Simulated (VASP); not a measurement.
Given:

```
GaN
1.0
    0.00000     2.27462     2.27462
    2.27462     0.00000     2.27462
    2.27462     2.27462     0.00000
Ga N
1 1
Direct
  0.00000   0.00000   0.00000
  0.25000   0.25000   0.25000
```

Level of theory: PBE GGA, VASP's PBE PAW potentials (set 64) (plane waves; VASP 6.6.1). Settings: 520 eV cut-off, Gaussian smearing of 0.050 eV, potentials Ga_d N.

Task: What does the run give for the band gap (along the path) with the smallest direct gap where there is one?

Result: 
```
Quantity                               Result
------------------------------------  -------
band gap (along the path)             1.54 eV
smallest direct gap (along the path)  1.54 eV
```

Only differences to runs with the same potentials and settings are physical.

The structure was generated: GaN was put into the zinc blende type (F-43m), which need not be its known phase. It was relaxed first, which changed the volume by +6 %.
